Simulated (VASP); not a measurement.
# Ga2PN (I-42d) in VASP: a series of runs

One crystal, Ga2PN, is run at these levels: PBE; tasks: single point.

Everything below comes from runs of VASP 6.6.1. Logs are shortened: lines on timing, memory, paths and dates and some standing lists are left out, and cuts for length are marked.

## (1) The crystal as given

Symmetry: I-42d, No. 122, tetragonal system. Conventional cell: a = 5.047 Å, b = 5.047 Å, c = 9.902 Å, α = 90.00°, β = 90.00°, γ = 90.00°. Ga (site symmetry 2) has 2 N at 2.02 Å as nearest neighbours. P (site symmetry -4) has 4 Ga at 2.35 Å as nearest neighbours. N (site symmetry -4) has 4 Ga at 2.02 Å as nearest neighbours.

The cell was built by a generator and needn't be a form met in nature.

## (2) Single point, PBE

File INCAR:

```
SYSTEM = Ga2PN
PREC     = Normal         ! precision mode
ENCUT    = 520            ! plane-wave cutoff, eV
EDIFF    = 1E-5           ! SCF threshold, eV
ISMEAR   = 0              ! smearing method
SIGMA    = 0.05           ! smearing width, eV
LREAL    = Auto         
LASPH    = .TRUE.         ! aspherical terms in the spheres
NELM     = 80             ! most SCF steps
ALGO     = Fast           ! electronic algorithm
ISIF     = 2              ! what is computed and relaxed
LWAVE    = .FALSE.        ! write WAVECAR
LCHARG   = .FALSE.        ! write CHGCAR
GGA      = PE             ! functional
NBANDS   = 46             ! bands
```

File KPOINTS:

```
regular mesh
0
G
  5 5 5
  0 0 0
```

File POSCAR:

```
Ga2PN
1.0
   -2.5236000000      2.5236000000      4.9511000000
    2.5236000000     -2.5236000000      4.9511000000
    2.5236000000      2.5236000000     -4.9511000000
Ga P N
4 2 2
Direct
    0.5677210000      0.6250000000      0.4427210000
    0.1822790000      0.1250000000      0.5572790000
    0.8750000000      0.4322790000      0.0572790000
    0.3750000000      0.8177210000      0.9427210000
    0.0000000000      0.0000000000      0.0000000000
    0.7500000000      0.2500000000      0.5000000000
    0.5000000000      0.5000000000      0.0000000000
    0.2500000000      0.7500000000      0.5000000000
```

Potentials or basis: VASP PAW PBE potentials, release 64 (Ga_d, P, N).

The run is started by

```
$ cat potpaw_PBE.64/Ga_d/POTCAR potpaw_PBE.64/P/POTCAR potpaw_PBE.64/N/POTCAR > POTCAR
$ mpirun -np 1 vasp_std > vasp.out
```

OUTCAR:

```text
SYSTEM = Ga2PN
   PREC = Normal
   ENCUT = 520
   EDIFF = 1E-5
   ISMEAR = 0
   LREAL = Auto
   LASPH = .TRUE.
   NELM = 80
   ISIF = 2
   GGA = PE

 ion  position               nearest neighbor table
   1  0.568  0.625  0.443-   7 2.02   8 2.02   5 2.35   6 2.35
   2  0.182  0.125  0.557-   7 2.02   8 2.02   6 2.35   5 2.35
   3  0.875  0.432  0.057-   7 2.02   8 2.02   5 2.35   6 2.35
   4  0.375  0.818  0.943-   7 2.02   8 2.02   6 2.35   5 2.35
   5  0.000  0.000  0.000-   2 2.35   3 2.35   4 2.35   1 2.35
   6  0.750  0.250  0.500-   3 2.35   1 2.35   2 2.35   4 2.35
   7  0.500  0.500  0.000-   1 2.02   2 2.02   3 2.02   4 2.02
   8  0.250  0.750  0.500-   1 2.02   2 2.02   3 2.02   4 2.02

  LATTYP: Found a body centered tetragonal cell.
 ALAT       =     5.0472000000
 C/A-ratio  =     1.9619194801

  Lattice vectors:

 A1 = (  -2.5236000000,   2.5236000000,   4.9511000000)
 A2 = (   2.5236000000,  -2.5236000000,   4.9511000000)
 A3 = (   2.5236000000,   2.5236000000,  -4.9511000000)

Analysis of symmetry for initial positions (statically):
=====================================================================
 Subroutine PRICEL returns:
 Original cell was already a primitive cell.

 Routine SETGRP: Setting up the symmetry group for a
 body centered tetragonal supercell.

 Subroutine GETGRP returns: Found  8 space group operations
 (whereof  4 operations were pure point group operations)
 out of a pool of 16 trial point group operations.

The static configuration has the point symmetry S_4 .
 The point group associated with its full space group is D_2d.

Analysis of symmetry for dynamics (positions and initial velocities):
=====================================================================
 Subroutine PRICEL returns:
 Original cell was already a primitive cell.

 Routine SETGRP: Setting up the symmetry group for a
 body centered tetragonal supercell.

 Subroutine GETGRP returns: Found  8 space group operations
 (whereof  4 operations were pure point group operations)
 out of a pool of 16 trial point group operations.

The dynamic configuration has the point symmetry S_4 .
 The point group associated with its full space group is D_2d.

 Subroutine INISYM returns: Found  8 space group operations
 (whereof  4 operations are pure point group operations),
 and found     1 'primitive' translations

----------------------------------------------------------------------------------------

                                     Primitive cell

  volume of cell :     126.1254

  direct lattice vectors                    reciprocal lattice vectors
    -2.523600000  2.523600000  4.951100000     0.000000000  0.198129656  0.100987659
     2.523600000 -2.523600000  4.951100000     0.198129656  0.000000000  0.100987659
     2.523600000  2.523600000 -4.951100000     0.198129656  0.198129656  0.000000000

  length of vectors
     6.103319190  6.103319190  6.103319190     0.222382256  0.222382256  0.280197647

  position of ions in fractional coordinates (direct lattice)
     0.567721000  0.625000000  0.442721000
     0.182279000  0.125000000  0.557279000
     0.875000000  0.432279000  0.057279000
     0.375000000  0.817721000  0.942721000
     0.000000000  0.000000000  0.000000000
     0.750000000  0.250000000  0.500000000
     0.500000000  0.500000000  0.000000000
     0.250000000  0.750000000  0.500000000

  ion indices of the primitive-cell ions
   primitive index   ion index
                 1           1
                 2           2
                 3           3
                 4           4
                 5           5
                 6           6
                 7           7
                 8           8

----------------------------------------------------------------------------------------

 KPOINTS: regular mesh

Automatic generation of k-mesh.
 Grid dimensions read from file:
 generate k-points for:    5    5    5

 Generating k-lattice:

  Cartesian coordinates                     Fractional coordinates (reciprocal lattice)
     0.000000000  0.039625931  0.020197532     0.200000000 -0.000000000  0.000000000
     0.039625931  0.000000000  0.020197532    -0.000000000  0.200000000  0.000000000
     0.039625931  0.039625931  0.000000000     0.000000000  0.000000000  0.200000000

  Length of vectors
     0.044476451  0.044476451  0.056039529

  Shift w.r.t. Gamma in fractional coordinates (k-lattice)
     0.000000000  0.000000000  0.000000000

 Subroutine IBZKPT returns following result:
 ===========================================

 Found     18 irreducible k-points:

 Following reciprocal coordinates:
            Coordinates               Weight
  0.000000  0.000000  0.000000      1.000000
  0.200000  0.000000  0.000000      8.000000
  0.400000  0.000000  0.000000      8.000000
  0.200000  0.200000  0.000000      8.000000
  0.400000  0.200000  0.000000     16.000000
 -0.400000  0.200000  0.000000     16.000000
[... 10 lines left out ...]
 -0.400000  0.400000  0.400000      4.000000
 -0.400000 -0.400000  0.400000      2.000000
   k-points           NKPTS =     18   k-points in BZ     NKDIM =     18   number of bands    NBANDS=     46
   number of dos      NEDOS =    301   number of ions     NIONS =      8
   total plane-waves  NPLWV =  46656
   dimension x,y,z NGX =    36 NGY =   36 NGZ =   36
   dimension x,y,z NGXF=    72 NGYF=   72 NGZF=   72
   ions per type =               4   2   2
   NGX,Y,Z   is equivalent  to a cutoff of   9.81,  9.81,  9.81 a.u.
   NGXF,Y,Z  is equivalent  to a cutoff of  19.61, 19.61, 19.61 a.u.
 SYSTEM =  Ga2PN
   PREC   = normal    normal or accurate (medium, high low for compatibility)
   ISTART =      0    job   : 0-new  1-cont  2-samecut
   ICHARG =      2    charge: 1-file 2-atom 10-const
   ISPIN  =      1    spin polarized calculation?
   LNONCOLLINEAR =      F non collinear calculations
   LSORBIT =      F    spin-orbit coupling
   LASPH  =      T    aspherical Exc in radial PAW
   ENCUT  =  520.0 eV  38.22 Ry    6.18 a.u.  11.35 11.35 11.35*2*pi/ulx,y,z
   NELM   =     80;   NELMIN=  2; NELMDL= -5     # of ELM steps
   EDIFF  = 0.1E-04   stopping-criterion for ELM
   LREAL  =      T    real-space projection
   EDIFFG = 0.1E-03   stopping-criterion for IOM
   NSW    =      0    number of steps for IOM
   IBRION =     -1    ionic relax: 0-MD 1-quasi-New 2-CG
   NFREE  =      0    steps in history (QN), initial steepest desc. (CG)
   ISIF   =      2    stress and relaxation
   ISYM   =      2    0-nonsym 1-usesym 2-fastsym
   POTIM  = 0.5000    time-step for ionic-motion
   TEBEG  =    0.0;   TEEND  =   0.0 temperature during run
   PSTRESS=    0.0 pullay stress
   NELECT =      72.0000    total number of electrons
   NUPDOWN=      -1.0000    fix difference up-down
   EMIN   =  10.00;   EMAX   =-10.00  energy-range for DOS
   EFERMI =   0.00;   METHOD = LEGACY
   ISMEAR =     0;   SIGMA  =   0.05  broadening in eV -4-tet -1-fermi 0-gaus
   EFERMI_NEDOS =   21; number of points for ismear=-14 and -15
   IALGO  =     68    algorithm
   IMIX   =      4    mixing-type and parameters
     AMIX     =   0.40;   BMIX     =  1.00
     AMIX_MAG =   1.60;   BMIX_MAG =  1.00
  volume/ion in A,a.u.               =      15.77       106.39
  Fermi-wavevector in a.u.,A,eV,Ry     =   1.358057  2.566356 25.093491  1.844320
  Thomas-Fermi vector in A             =   2.484923
   LORBIT       =      0    0 simple, 1 ext, 2 COOP (PROOUT), +10 PAW based schemes
   GGA     = PE    functional components
   LHFCALC =     F    Hartree Fock is set to
   AEXX    =    0.0000 exact exchange contribution
   IVDW    =     0    specifies the selected vdW correction
   LEPSILON=     F    determine dielectric tensor
   LRPA    =     F    only Hartree local field effects (RPA)
 non-spin polarized calculation
 RMM-DIIS sequential band-by-band and
 Gauss-broadening in eV      SIGMA  =   0.05
  energy-cutoff  :      520.00
  volume of cell :      126.13
 maximum number of plane-waves:      3431
   NGX = 23   NGY = 23   NGZ = 23

 number of electron      71.9999980 magnetization

 Free energy of the ion-electron system (eV)
  ---------------------------------------------------
  ext. energy  EPLUGINS =         0.00000000
  ---------------------------------------------------
  free energy    TOTEN  =       -41.48460942 eV

  energy without entropy =      -41.48460942  energy(sigma->0) =      -41.48460942

 E-fermi :   5.1943     XC(G=0): -10.6100

 val. band max:        4.9554812548   @ k =   0.0000   0.0000   0.0000
 cond. band min:       6.0874187819   @ k =   0.0000   0.0000   0.0000
 fundamental gap:      1.1319375271
 Fermi energy:         5.1942876324

 k-point     1 :       0.0000    0.0000    0.0000
  band No.  band energies     occupation
      1     -10.6122      2.00000
      2     -10.2516      2.00000
      3      -9.3624      2.00000
      4      -9.2538      2.00000
      5      -9.2402      2.00000
      6      -9.2402      2.00000
[... 38 lines left out ...]
     45      11.5524      0.00000
     46      11.6002      0.00000

 k-point     2 :       0.2000    0.0000    0.0000
  band No.  band energies     occupation
      1     -10.5720      2.00000
      2     -10.2701      2.00000
      3      -9.3528      2.00000
      4      -9.2612      2.00000
      5      -9.2452      2.00000
      6      -9.2262      2.00000
[... 38 lines left out ...]
     45      11.6121      0.00000
     46      12.4365      0.00000

 k-point     3 :       0.4000    0.0000    0.0000
  band No.  band energies     occupation
      1     -10.4976      2.00000
      2     -10.3116      2.00000
      3      -9.3260      2.00000
      4      -9.2835      2.00000
      5      -9.2401      2.00000
      6      -9.2107      2.00000
[... 724 lines left out ...]
     45      11.8477      0.00000
     46      11.9751      0.00000

 k-point    18 :      -0.4000   -0.4000    0.4000
  band No.  band energies     occupation
      1     -10.4574      2.00000
      2     -10.3489      2.00000
      3      -9.3499      2.00000
      4      -9.3180      2.00000
      5      -9.2072      2.00000
      6      -9.2072      2.00000
[... 38 lines left out ...]
     45      12.4998      0.00000
     46      12.5661      0.00000

------------------------ aborting loop because EDIFF is reached ----------------------------------------

  FORCE on cell =-STRESS in cart. coord.  units (eV):
  Direction    XX          YY          ZZ          XY          YZ          ZX
  --------------------------------------------------------------------------------------
  -------------------------------------------------------------------------------------
  Total        0.0450871      0.0450871      0.1039381      0.0000000     -0.0000000      0.0000000
  in kB        0.5727434      0.5727434      1.3203300      0.0000000     -0.0000000      0.0000000
  external PRESSURE =       0.8219390 kB  Pullay stress =       0.0000000 kB

 VOLUME and BASIS-vectors are now :
 -----------------------------------------------------------------------------
  energy-cutoff  :      520.00
  volume of cell :      126.13
      direct lattice vectors                 reciprocal lattice vectors
    -2.523600000  2.523600000  4.951100000     0.000000000  0.198129656  0.100987659
     2.523600000 -2.523600000  4.951100000     0.198129656  0.000000000  0.100987659
     2.523600000  2.523600000 -4.951100000     0.198129656  0.198129656  0.000000000

 POSITION                                       TOTAL-FORCE (eV/Angst)
 -----------------------------------------------------------------------------------
      1.26180      0.97270      3.71332        -0.000000     -0.012199      0.000000
      1.26180      1.55090     -1.23778        -0.000000      0.012199     -0.000000
     -0.97270      1.26180      6.18888         0.012199      0.000000     -0.000000
      3.49630      1.26180      1.23777        -0.012199      0.000000      0.000000
      0.00000      0.00000      0.00000        -0.000000      0.000000     -0.000000
      0.00000      2.52360      2.47555        -0.000000      0.000000      0.000000
      0.00000      0.00000      4.95110        -0.000000      0.000000      0.000000
      2.52360      0.00000      2.47555        -0.000000      0.000000      0.000000
 -----------------------------------------------------------------------------------
    total drift:                                0.000110      0.000110      0.000037

  FREE ENERGIE OF THE ION-ELECTRON SYSTEM (eV)
  ---------------------------------------------------
  free  energy   TOTEN  =       -41.4846094213 eV

  energy  without entropy=      -41.4846094213  energy(sigma->0) =      -41.48460942
```

Wall time 88 s (1 thread of Intel Xeon Platinum 8488C (Sapphire Rapids), shared host); peak memory 0.24 GiB.

Results:

```yaml
Free_energy: -41.4846 eV
Pressure: 0.1 GPa
Largest_force: 0.012 eV/Å
Band_gap_on_the_k_mesh: 1.13 eV, direct
```

Forces in eV/Å, atoms in the order of the input:
```
Ga   0.000 -0.012  0.000
Ga   0.000  0.012  0.000
Ga   0.012  0.000  0.000
Ga  -0.012  0.000  0.000
P    0.000  0.000  0.000
P    0.000  0.000  0.000
N    0.000  0.000  0.000
N    0.000  0.000  0.000
```

As with any semilocal functional, this PBE gap is likely too small.

## (3) Single point, PBE

This run uses another cell than the first one, of 15.86 Å³/atom, 1.006 times its volume.

Changes to INCAR since step 2:

```diff
@@ -5,3 +5,3 @@
 ISMEAR   = 0              ! smearing method
-SIGMA    = 0.05           ! smearing width, eV
+SIGMA    = 0.15           ! smearing width, eV
 LREAL    = Auto
```

File KPOINTS:

```
regular mesh
0
G
  6 6 3
  0 0 0
```

File POSCAR:

```
Ga2PN
1.0
    3.5847600000      0.0000000000      0.0000000000
    0.0000000000      3.5847600000      0.0000000000
    0.0000000000      0.0000000000      9.8726800000
Ga P N
4 2 2
Direct
    0.0000000000      0.0000000000      0.2958150000
    0.0000000000      0.0000000000      0.7041850000
    0.5000000000      0.5000000000      0.5000000000
    0.5000000000      0.5000000000      0.0000000000
    0.0000000000      0.5000000000      0.8526100000
    0.5000000000      0.0000000000      0.1473900000
    0.0000000000      0.5000000000      0.4009480000
    0.5000000000      0.0000000000      0.5990520000
```

Potentials or basis: VASP PAW PBE potentials, release 64 (Ga_d, P, N).

The run is started by

```
$ cat potpaw_PBE.64/Ga_d/POTCAR potpaw_PBE.64/P/POTCAR potpaw_PBE.64/N/POTCAR > POTCAR
$ mpirun -np 1 vasp_std > vasp.out
```

Wall time 57 s (1 thread of Intel Xeon Platinum 8488C (Sapphire Rapids), shared host); peak memory 0.2 GiB.

It converged, with:

| Quantity | Value |
| --- | --- |
| Free energy | -41.0181 eV |
| Pressure | -0.1 GPa |
| Largest force | 0.011 eV/Å |
| Band gap on the k mesh | 0.42 eV, direct |

Forces in eV/Å, atoms in the order of the input:
```
Ga   0.000  0.000 -0.011
Ga   0.000  0.000  0.011
Ga   0.000  0.000  0.000
Ga   0.000  0.000  0.000
P    0.000  0.000  0.006
P    0.000  0.000 -0.006
N    0.000  0.000 -0.003
N    0.000  0.000  0.003
```

Stress tensor (GPa, compression positive):
```
-0.02  0.00  0.00
 0.00 -0.02  0.00
 0.00  0.00 -0.21
```

Levels at points of the mesh, in eV from the valence-band top:
| k point | band 33 | band 34 | band 35 | band 36 | band 37 | band 38 | band 39 | band 40 |
| --- | --- | --- | --- | --- | --- | --- | --- | --- |
| (0.00, 0.00, 0.00) | -1.40 | -0.68 | 0.00 | 0.00 | 0.42 | 1.91 | 2.62 | 3.22 |
| (0.50, 0.00, 0.00) | -1.54 | -1.49 | -0.39 | -0.36 | 1.49 | 1.72 | 4.01 | 4.37 |
| (0.50, 0.50, 0.00) | -3.00 | -2.91 | -2.91 | -2.91 | 1.74 | 1.74 | 2.48 | 2.56 |
